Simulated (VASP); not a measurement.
VASP, PAW. Band gap of MnS (rock salt, AFM-II order) (no spin-orbit coupling). mBJ is a potential without an energy functional, so only the levels count.

```json
[
 {"level": "PBE-D4 (own cell)", "band gap (eV)": "0.50"},
 {"level": "PBEsol (own cell)", "band gap (eV)": "0.34"}
]
```

Q: Estimate the band gap from PBE (own cell), LDA (own cell), mBJ (TB09) (PBE cell).

A: 
```
Quantity                        Result
---------------------  ---------------
PBE (own cell)                 0.71 eV
LDA (own cell)         0 (metallic) eV
mBJ (TB09) (PBE cell)          1.83 eV
```

Only levels that ran to the end are used. Left out are those held back, those with too coarse a band path, GW runs whose mesh misses a band edge, hybrids' fits of cells that aren't cubic and levels without matching references; a question may draw on a part of the rest.

The compound is MnS in the rock salt, AFM-II order structure.
